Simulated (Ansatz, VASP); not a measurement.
## CS3: VASP beside Ansatz

```
C S
1.0
     3.46701    0.00000    0.00000
     0.00000    5.43863    0.00000
    -1.04099    0.00000    7.93960
C S
2 6
Direct
  0.26449 0.25111 0.97528
  0.26449 0.74889 0.97528
  0.20136 0.74860 0.17811
  0.20136 0.25140 0.17811
  0.72607 0.67909 0.49682
  0.72607 0.32091 0.49682
  0.40112 0.50000 0.86103
  0.21108 0.00000 0.83849
```

Change from the starting cell: the structure that the rattled cell fell into.

Alike in both runs: task single point; functional PBE; dispersion D3(BJ); k mesh 6 × 4 × 2; occupations gaussian, width 0.1 eV; no spin polarisation.

|  | VASP | Ansatz |
| --- | --- | --- |
| version | VASP 6.6.1 | Ansatz 0.2.0 |
| potentials or method | VASP PAW PBE potentials, release 64 (C, S) | scalar-relativistic, plane waves, PAW |
| plane-wave cutoff (eV) | 520 | 420 |
| valence electrons in the cell | 44 | 44 |

VASP gave:

| Quantity | Value |
| --- | --- |
| gap on the k mesh at the Fermi level (eV) | none |
| pressure (GPa) | -0.8 |
| largest component of the traceless stress (GPa) | 0.75 |
| rms of the force components (eV/Å) | 0.135 |

Q: Estimate Ansatz's values.

A: gap on the k mesh at the Fermi level (eV): none; pressure (GPa): -0.2; largest component of the traceless stress (GPa): 0.35; rms of the force components (eV/Å): 0.062.

Atom by atom the forces differ by 0.082 eV/Å (rms over components). A gap of «none» marks a metal or a gap that the smearing closes.

Caveats: the k mesh is coarse (spacing up to 0.40 Å⁻¹), so the values aren't converged; pairwise dispersion overbinds metals, which lowers pressure and volume.
